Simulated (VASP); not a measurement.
An input for Ansatz (written as the equivalent of a VASP run, and not itself run):

Ansatz 0.2 input:
```yaml
crystal:
  lattice:
    - [2.3577119, 0.0000000, 0.0000000]
    - [0.0000000, 2.3577119, 0.0000000]
    - [0.0000000, 0.0000000, 2.3577119]
  atoms:
    - { symbol: Cu, position: [0.0000000, 0.0000000, 0.0000000] }
kpoints:
  mp_grid: { grid: [17, 17, 17] }
hamiltonian:
  xc: pbesol
  pseudopotentials: { kind: paw }
scf:
  occupations: { method: tetrahedron }
  max_iter: 100
output: { forces: true, stress: true, eigenvalues: true }
```

Problem. Write the VASP files for the same calculation (PBEsol).

Solution. One answer among several that fit: 
INCAR:
```
ALGO  =  Normal
EDIFF  =  1E-7
ENCUT  =  400
GGA  =  PS
ISIF  =  2
ISMEAR  =  -5
LASPH  =  .True.
LCHARG  =  .True.
LMAXMIX  =  4
LORBIT  =  11
LREAL  =  .False.
LWAVE  =  .False.
NEDOS  =  601
NELM  =  100
PREC  =  Accurate
SYSTEM  =  Cu
```

POSCAR:
```
Cu
1
    2.3577118694    -0.0000000000    -0.0000000000
   -0.0000000000     2.3577118694    -0.0000000000
    0.0000000000     0.0000000000     2.3577118694
Cu
1
Direct
  0.0000000000   0.0000000000   0.0000000000
```

KPOINTS:
```
Regular mesh
0
G
17 17 17
0 0 0
```

POTCAR, in this order: Cu (PBE.64 set). Program: vasp_std.

Limits of the translation: each code has its own PAW files, so the cut-off isn't converted (ENCUT is set for VASP's; basis.ecutwfc is left out, and Ansatz then takes the one that its files recommend); Ansatz stops its SCF on the density residual and VASP on the energy change (EDIFF).

The structure was generated: Cu was put into the simple-cubic type (Pm-3m), which need not be its known phase. It was relaxed first.
